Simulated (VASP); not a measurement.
Level of theory: LDA (Ceperley-Alder, Perdew-Zunger), VASP's LDA PAW potentials (set 64) (plane waves; VASP 6.6.1).

Input for VASP

**KPOINTS**
```
Automatic mesh
0
G
  7 7 7
```

### POSCAR
```
CoSi
1
    4.3005363416     0.0000000000     0.0000000000
   -0.0000000000     4.3005363416    -0.0000000000
    0.0000000000     0.0000000000     4.3005363416
Co Si
4 4
Direct
  0.8532065934   0.6467934066   0.3532065934
  0.3532065934   0.8532065934   0.6467934066
  0.1467934066   0.1467934066   0.1467934066
  0.6467934066   0.3532065934   0.8532065934
  0.1563989833   0.3436010167   0.6563989833
  0.6563989833   0.1563989833   0.3436010167
  0.8436010167   0.8436010167   0.8436010167
  0.3436010167   0.6563989833   0.1563989833
```

### INCAR
```
# general
SYSTEM  = CoSi
PREC    = Accurate
ENCUT   = 500   # plane-wave cut-off (eV)
LREAL   = .False.
LASPH   = .True.

# electronic loop
EDIFF   = 1E-6
NELM    = 100
ALGO    = Normal
LMAXMIX = 4   # l cut-off of mixed one-centre charges

# smearing
ISMEAR  = 1   # Methfessel-Paxton
SIGMA   = 0.1   # width (eV)

# ions
IBRION  = 2
NSW     = 40
ISIF    = 3   # ions, shape and volume
EDIFFG  = -0.02   # ionic stop
PSTRESS = 100

# output
LWAVE   = .False.
LCHARG  = .False.
```

POTCAR, in this order: Co Si (LDA.64 set). Program: vasp_std.

The run wrote:

**OUTCAR**
```
 ion  position               nearest neighbor table
   1  0.853  0.647  0.353-   5 2.26   6 2.27   7 2.27   8 2.27   6 2.35   7 2.35   8 2.35   2 2.65
                             4 2.65   3 2.65   3 2.65   2 2.65   4 2.65
   2  0.353  0.853  0.647-   6 2.26   5 2.27   7 2.27   8 2.27   8 2.35   5 2.35   7 2.35   1 2.65
                             3 2.65   4 2.65   3 2.65   1 2.65   4 2.65
   3  0.147  0.147  0.147-   7 2.26   6 2.27   5 2.27   8 2.27   8 2.35   5 2.35   6 2.35   2 2.65
                             4 2.65   1 2.65   2 2.65   1 2.65   4 2.65
   4  0.647  0.353  0.853-   8 2.26   6 2.27   7 2.27   5 2.27   5 2.35   6 2.35   7 2.35   1 2.65
                             1 2.65   2 2.65   2 2.65   3 2.65   3 2.65
   5  0.156  0.344  0.656-   1 2.26   2 2.27   3 2.27   4 2.27   2 2.35   3 2.35   4 2.35   8 2.66
                             6 2.66   8 2.66   7 2.66   7 2.66   6 2.66
   6  0.656  0.156  0.344-   2 2.26   1 2.27   3 2.27   4 2.27   4 2.35   1 2.35   3 2.35   8 2.66
                             7 2.66   5 2.66   8 2.66   7 2.66   5 2.66
   7  0.844  0.844  0.844-   3 2.26   2 2.27   1 2.27   4 2.27   4 2.35   1 2.35   2 2.35   5 2.66
                             6 2.66   8 2.66   6 2.66   5 2.66   8 2.66
   8  0.344  0.656  0.156-   4 2.26   2 2.27   3 2.27   1 2.27   1 2.35   2 2.35   3 2.35   7 2.66
                             5 2.66   5 2.66   6 2.66   6 2.66   7 2.66
  LATTYP: Found a simple cubic cell.
 ALAT       =     4.3005363416
 Subroutine PRICEL returns:
 Original cell was already a primitive cell.
 Subroutine GETGRP returns: Found 12 space group operations
The static configuration has the point symmetry C_3 .
 The point group associated with its full space group is T   .
The dynamic configuration has the point symmetry C_3 .
...
```

File OSZICAR:
```
       N       E                     dE             d eps       ncg     rms          rms(c)
DAV:   1     0.358676934929E+03    0.35868E+03   -0.22190E+04  1488   0.193E+03
DAV:   2    -0.337732158315E+02   -0.39245E+03   -0.38281E+03  1488   0.412E+02
DAV:   3    -0.668005839229E+02   -0.33027E+02   -0.32035E+02  1735   0.143E+02
DAV:   4    -0.682954093990E+02   -0.14948E+01   -0.14865E+01  1954   0.297E+01
DAV:   5    -0.683581022462E+02   -0.62693E-01   -0.62678E-01  2076   0.516E+00    0.305E+01
DAV:   6    -0.719283644423E+02   -0.35703E+01   -0.15470E+02  2144   0.150E+02    0.234E+01
DAV:   7    -0.626400359458E+02    0.92883E+01   -0.60804E+01  2071   0.107E+02    0.935E+00
DAV:   8    -0.626544342206E+02   -0.14398E-01   -0.35918E+00  1862   0.124E+01    0.304E+00
DAV:   9    -0.625584676653E+02    0.95967E-01   -0.35018E-01  2385   0.674E+00    0.122E+00
DAV:  10    -0.625535508213E+02    0.49168E-02   -0.18394E-02  1940   0.998E-01    0.510E-01
DAV:  11    -0.625511280790E+02    0.24227E-02   -0.74793E-03  2522   0.877E-01    0.855E-02
DAV:  12    -0.625511126083E+02    0.15471E-04   -0.36985E-04  2340   0.201E-01    0.440E-02
DAV:  13    -0.625511122099E+02    0.39840E-06   -0.72296E-05  2392   0.556E-02    0.215E-02
DAV:  14    -0.625511085813E+02    0.36286E-05   -0.21900E-05  2378   0.459E-02    0.476E-03
DAV:  15    -0.625511085564E+02    0.24914E-07   -0.55581E-07  1192   0.843E-03
   1 F= -.57586817E+02 E0= -.57586825E+02  d E =-.575868E+02
```

### OUTCAR
```
------------------------ aborting loop because EDIFF is reached ----------------------------------------
  FORCE on cell =-STRESS in cart. coord.  units (eV):
  Direction    XX          YY          ZZ          XY          YZ          ZX
  --------------------------------------------------------------------------------------
  Total        4.9954260      4.9954260      4.9954260     -0.0000000      0.0000000      0.0000000
  in kB      100.6271681    100.6271681    100.6271681     -0.0000000      0.0000000      0.0000000
  external PRESSURE =       0.6271681 kB  Pullay stress =     100.0000000 kB
  volume of cell :       79.54
      direct lattice vectors                 reciprocal lattice vectors
     4.300536342  0.000000000  0.000000000     0.232529136  0.000000000  0.000000000
     0.000000000  4.300536342  0.000000000     0.000000000  0.232529136  0.000000000
     0.000000000  0.000000000  4.300536342     0.000000000  0.000000000  0.232529136
 POSITION                                       TOTAL-FORCE (eV/Angst)
 -----------------------------------------------------------------------------------
      3.66925      2.78156      1.51898        -0.001070      0.001070     -0.001070
      1.51898      3.66925      2.78156        -0.001070     -0.001070      0.001070
      0.63129      0.63129      0.63129         0.001070      0.001070      0.001070
      2.78156      1.51898      3.66925         0.001070     -0.001070     -0.001070
      0.67260      1.47767      2.82287         0.003372     -0.003372      0.003372
      2.82287      0.67260      1.47767         0.003372      0.003372     -0.003372
      3.62794      3.62794      3.62794        -0.003372     -0.003372     -0.003372
      1.47767      2.82287      0.67260        -0.003372      0.003372      0.003372
 -----------------------------------------------------------------------------------
    total drift:                               -0.000000     -0.000000      0.000000
  FREE ENERGIE OF THE ION-ELECTRON SYSTEM (eV)
  ---------------------------------------------------
  free  energy   TOTEN  =       -62.5511085564 eV

  energy  without entropy=      -62.5511332001  energy(sigma->0) =      -62.55111677
  enthalpy is  TOTEN    =       -57.5868169583 eV   P V=        4.9642915981

 reached required accuracy - stopping structural energy minimisation
```
(Selected blocks of OUTCAR.)

The compound is CoSi in the B20 structure. It was relaxed first under an external pressure of 10 GPa. The run is not spin-polarised, so no magnetic state was tried.
